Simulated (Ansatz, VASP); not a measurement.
**WF: VASP beside Ansatz**

INCAR

```
SYSTEM = WF
  ALGO = Normal
  EDIFF = 1E-7
  ENCUT = 520
  GGA = PE
  ISIF = 2
  ISMEAR = -1
  LASPH = .TRUE.
  LCHARG = .TRUE.
  LELF = .TRUE.
  LREAL = .FALSE.
  LVHAR = .TRUE.
  LWAVE = .FALSE.
  NBANDS = 18
  NELM = 100
  PREC = Accurate
  SIGMA = 0.05
```

The input KPOINTS:

```
k-points
0
G
  11 11 11
  0 0 0
```

POSCAR

```
WF
1.0
    1.3926789580      0.8040666718      5.1690291646
   -1.3926789580      0.8040666718      5.1690291646
    0.0000000000     -1.6081231474      5.1690291646
W F
1 1
Direct
    0.8141200000      0.8141200000      0.8141200000
    0.9371200000      0.9371200000      0.9371200000
```

The input input.yaml:

```yaml
crystal:
  lattice:
    - [1.392678958, 0.8040666718, 5.1690291646]
    - [-1.392678958, 0.8040666718, 5.1690291646]
    - [0.0, -1.6081231474, 5.1690291646]
  atoms:
    - { symbol: W, position: [0.81412, 0.81412, 0.81412] }
    - { symbol: F, position: [0.93712, 0.93712, 0.93712] }
hamiltonian:
  xc: pbe
  pseudopotentials: { kind: paw }
kpoints:
  mp_grid: { grid: [11, 11, 11] }
scf:
  occupations: { method: fermi_dirac, width: 0.05 }
output:
  forces: true
  stress: true
  eigenvalues: true
```

The cell was built by a generator and needn't be a form met in nature.

Alike in both runs: task single point; functional PBE; k mesh 11 × 11 × 11; occupations fermi-dirac, width 0.05 eV; no spin polarisation.

|  | VASP | Ansatz |
| --- | --- | --- |
| version | VASP 6.6.1 | Ansatz 0.2.0 |
| potentials or method | VASP PAW PBE potentials, release 64 (W_sv, F) | Ansatz PAW |
| plane-wave cutoff (eV) | 520 | 420 |
| valence electrons in the cell | 21 | 21 |

Ansatz gave:

| Item | Value |
| --- | --- |
| gap on the k mesh at the Fermi level (eV) | none |
| pressure (GPa) | -7.8 |
| largest component of the traceless stress (GPa) | 2.11 |
| rms of the force components (eV/Å) | 0.566 |

Problem. Which values does VASP return?

Solution. gap on the k mesh at the Fermi level (eV): none; pressure (GPa): -6.9; largest component of the traceless stress (GPa): 0.41; rms of the force components (eV/Å): 0.380.

Atom by atom the forces differ by 0.187 eV/Å (rms over components). A gap of «none» marks a metal or a gap that the smearing closes.

Caveats: an odd number of electrons without spin polarisation forces a metal; a magnetic or distorted state may lie lower; the pressure holds a Pulay correction of +0.4 GPa for the finite cutoff (Ansatz). The runs have no spin-orbit coupling, so splittings on W are missing.
